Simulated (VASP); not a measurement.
Here is the system:

```
CELL_PARAMETERS angstrom
      2.87985     0.00000     0.00000
      0.00000     2.87985     0.00000
      0.00000     0.00000     2.87985
ATOMIC_POSITIONS crystal
  Al 0.50000 0.50000 0.50000
  Ni 0.00000 0.00000 0.00000
```

Calculation: rev-vdW-DF2, VASP's PBE PAW potentials (set 64) (plane waves; VASP 6.6.1). Numerical set-up: 520 eV cut-off, 13×13×13 Γ-centred mesh, first-order Methfessel-Paxton smearing of 0.10 eV, potentials Al Ni.

Task: Estimate the energy per atom (σ→0), band gap (on the k-mesh) with the smallest direct gap where there is one.

Result: 
```json
{
 "band gap (on the k-mesh)": "none (metal, semimetal or under 0.01 eV)",
 "energy per atom (σ→0)": "-3.563 eV/atom"
}
```

Total energies compare only between runs with the same potentials, cut-off and functional.

The compound is NiAl in the CsCl type structure. It was relaxed first. The run is not spin-polarised, so no magnetic state was tried. The electron count is odd and the run is not spin-polarised, which forces a metal.
